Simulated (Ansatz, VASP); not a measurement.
# One calculation of LiP2, two programs

```xyz
6
Lattice="3.1068 0.0000 0.0000 -1.5534 2.6906 0.0000 0.0000 0.0000 11.6664" Properties=species:S:1:pos:R:3 pbc="T T T"
Li    0.0000    0.0000    8.3291
Li    0.0000    0.0000    3.3373
P     1.5534    0.8969    6.5139
P     0.0000    0.0000   10.6520
P     0.0000    1.7937    5.1525
P     0.0000    0.0000    1.0144
```

Alike in both runs: functional PBE; dispersion D3(BJ); k mesh 15 × 15 × 4; occupations gaussian, width 0.1 eV; no spin polarisation.

Ansatz relaxed the structure, and its values are those at the end. VASP's run is a single point on that final structure, the one shown.

|  | VASP | Ansatz |
| --- | --- | --- |
| version | VASP 6.6.1 | Ansatz 0.2.0 |
| potentials or method | VASP PAW PBE potentials, release 64 (Li_sv, P) | scalar-relativistic, plane waves, PAW |
| plane-wave cutoff (eV) | 520 | 420 |
| valence electrons in the cell | 26 | 26 |

```tsv
	VASP	Ansatz	Ansatz less VASP
gap on the k mesh at the Fermi level (eV)	none	none	-
rms of the force components (eV/Å)	0.032	0.003	-0.0293
```

A gap of «none» marks a metal or a gap that the smearing closes.
